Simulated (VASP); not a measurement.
The system is WSe2.

```xyz
6
Lattice="3.2979 0.0000 0.0000 -1.6490 2.8561 0.0000 0.0000 0.0000 12.9910" Properties=species:S:1:pos:R:3 pbc="T T T"
W     0.0000    1.9041    3.2478
W     1.6490    0.9520    9.7433
Se    0.0000    1.9041    8.0510
Se    1.6490    0.9520    1.5555
Se    0.0000    1.9041   11.4356
Se    1.6490    0.9520    4.9400
```

The cell isn't the ideal one: a relaxed cell with its volume scaled by 1.04.

| Item | Value |
| --- | --- |
| Program | VASP 6.6.1 |
| Task | relaxation of shape and atoms at fixed volume |
| Functional | LDA |
| Potentials or basis | VASP PAW LDA potentials, release 64 (W_sv, Se) |
| Cutoff | 600 eV |
| k mesh | 9 × 9 × 2 |
| Occupations | gaussian, width 0.03 eV |
| Spin | no spin polarisation |

At the start: pressure -5.5 GPa; volume 20.39 Å³/atom.

Q: How do energy, volume and symmetry change on relaxing?

A: Over 7 steps the energy falls by 10.7 meV/atom; space group P6_3/mmc (No. 194, to 0.05 Å).

Step by step:
| step | energy change (eV) | largest force (eV/Å) | pressure (GPa) |
| --- | --- | --- | --- |
| 1 | 0.0000 | 0.6316 | -5.49 |
| 2 | -0.0390 | 0.0431 | -2.84 |
| 3 | -0.0390 | 0.0627 | -2.92 |
| 4 | -0.0560 | 0.0284 | -2.17 |
| 5 | -0.0643 | 0.0159 | -1.11 |
| 6 | -0.0643 | 0.0172 | -1.07 |
| 7 | -0.0643 | 0.0094 | -1.19 |

Final structure:
```cif
data_structure
_symmetry_space_group_name_H-M 'P 1'
_symmetry_Int_Tables_number 1
_cell_length_a 3.2667
_cell_length_b 3.2667
_cell_length_c 13.2404
_cell_angle_alpha 90.000
_cell_angle_beta 90.000
_cell_angle_gamma 120.000
_cell_volume 122.37
loop_
_atom_site_label
_atom_site_type_symbol
_atom_site_fract_x
_atom_site_fract_y
_atom_site_fract_z
_atom_site_occupancy
W1 W 0.33333 0.66667 0.25000 1
W2 W 0.66667 0.33333 0.75000 1
Se1 Se 0.33333 0.66667 0.62397 1
Se2 Se 0.66667 0.33333 0.12397 1
Se3 Se 0.33333 0.66667 0.87603 1
Se4 Se 0.66667 0.33333 0.37603 1
```
